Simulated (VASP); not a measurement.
A convergence study with VASP on Ho (hcp): a few settings are varied, all else stays as given below, so the limit is that of these other settings. The cell's lengths are 1 % over those of the tabulated start and one atom is moved, so it is off equilibrium.

```
Ho
1.0
    1.80790    -3.13137     0.00000
    1.80790     3.13137     0.00000
    0.00000     0.00000     5.67620
Ho
2
Cartesian
  1.80790   1.04379   1.41905
  1.86850  -1.04379   4.25715
```

All values below come from PBE GGA, VASP's PBE PAW potentials (set 64) (plane waves; VASP 6.6.1). The last row used: 900 eV cut-off, 10×10×5 Γ-centred mesh, first-order Methfessel-Paxton smearing of 0.10 eV, potentials Ho_3.

The 4f electrons are frozen in the core of the lanthanide potential, so 4f levels, which can set the real gap, and their magnetism are missing. Energies of different potentials or hybrids have different zeros.

```tsv
setting	E (eV/atom)	pressure (GPa)	plane waves
ENCUT = 300	(withheld)	(withheld)	772
ENCUT = 400	(withheld)	(withheld)	1186
ENCUT = 520	-4.5065	-1.00	1749
ENCUT = 700	-4.5065	-1.00	2725
ENCUT = 900	-4.5065	-1.00	3981
```

Q: Fill in the missing entries.

A: 
- ENCUT = 300, E (eV/atom): -4.5054
- ENCUT = 300, pressure (GPa): -1.03
- ENCUT = 400, E (eV/atom): -4.5062
- ENCUT = 400, pressure (GPa): -1.01

Left out are rungs that failed or repeat a setting and relaxations that didn't move; long series are thinned to 24 rows.

The compound is Ho in the hcp structure. The cell was not relaxed at this level, it is distorted from the ideal structure.
